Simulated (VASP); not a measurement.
Cl2GaH, in a box:

```
Cl Ga H
1.0
    12.00000    0.00000    0.00000
     0.00000   13.00000    0.00000
     0.00000    0.00000   11.00000
Cl Ga H
2 1 1
Direct
  0.37725 0.49802 0.44085
  0.62492 0.38412 0.56533
  0.54770 0.51672 0.48940
  0.61078 0.61911 0.47086
```

Base run:

```yaml
Program: VASP 6.6.1
Functional: SCAN
Potentials_or_basis: VASP PAW PBE potentials, release 64 (Cl, Ga_d, H)
Cutoff: 520 eV
k_mesh: 1 × 1 × 1
Occupations: gaussian, width 0.01 eV
Spin: no spin polarisation
```

Its results: gap between the frontier levels 5.76 eV; largest force 0.367 eV/Å.

**Question.** The run is repeated on the same cell with these changes: functional from SCAN to r2SCAN0. What comes out?

**Answer.** Gap between the frontier levels 7.80 eV; largest force 0.380 eV/Å.

r2SCAN0 gives the wider gap, since exact exchange removes part of the self-interaction.

Caveats: the PAW data sets were made with another functional, which shifts forces and pressure a little.

A k mesh can miss the band edges.

Not every run made on this cell is shown here.
